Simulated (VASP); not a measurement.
Given:

```
CELL_PARAMETERS angstrom
      3.21966     0.00000     0.00000
     -1.60983     2.78830     0.00000
      0.00000     0.00000     5.24060
ATOMIC_POSITIONS crystal
  Ga 0.33333 0.66667 0.00005
  Ga 0.66667 0.33333 0.50005
  N  0.33333 0.66667 0.37695
  N  0.66667 0.33333 0.87695
```

Level of theory: PBE GGA, VASP's PBE PAW potentials (set 64) (plane waves; VASP). Settings: 530 eV cut-off, 7×7×4 Γ-centred mesh, Gaussian smearing of 0.050 eV, potentials Ga_d N.

Question: Estimate the energy per atom (σ→0).

Answer: 
```
Item                            Value
---------------------  --------------
energy per atom (σ→0)  -6.082 eV/atom
```

The compound is GaN in the wurtzite structure. It was relaxed first. The start is the result of an earlier pass.
